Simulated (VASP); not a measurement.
Consider the following.

```
Si
1.0
    0.00000     2.71981     2.71981
    2.71981     0.00000     2.71981
    2.71981     2.71981     0.00000
Si
2
Direct
  0.00000   0.00000   0.00000
  0.25000   0.25000   0.25000
```

Calculation: r2SCAN meta-GGA, VASP's PBE PAW potentials (set 64) (plane waves; VASP 6.6.1). Numerical set-up: 480 eV cut-off, 8×8×8 Γ-centred mesh, Gaussian smearing of 0.050 eV, potentials Si.

Energy and stress use the plane-wave basis of the starting cell.

### Question
The ions, cell shape and volume at an external pressure of 10.0 GPa are relaxed. Give the cell that the relaxation ends in.

### Answer

```
Si
1.0
    0.00000     2.64342     2.64342
    2.64342     0.00000     2.64342
    2.64342     2.64342     0.00000
Si
2
Direct
  0.00000   0.00000   0.00000
  0.25000   0.25000   0.25000
```
Space group Fd-3m (227), at a tolerance of 0.03 Å.

### Question
How do energy and volume change from the first to the last step?

### Answer
The energy (σ→0) changes by +47.8 meV/atom and the volume by -8.2 %, in 4 ionic steps.

The compound is Si in the diamond structure. This run relaxes it under an external pressure of 10 GPa. Symmetry was kept, so distortions that lower it aren't found.
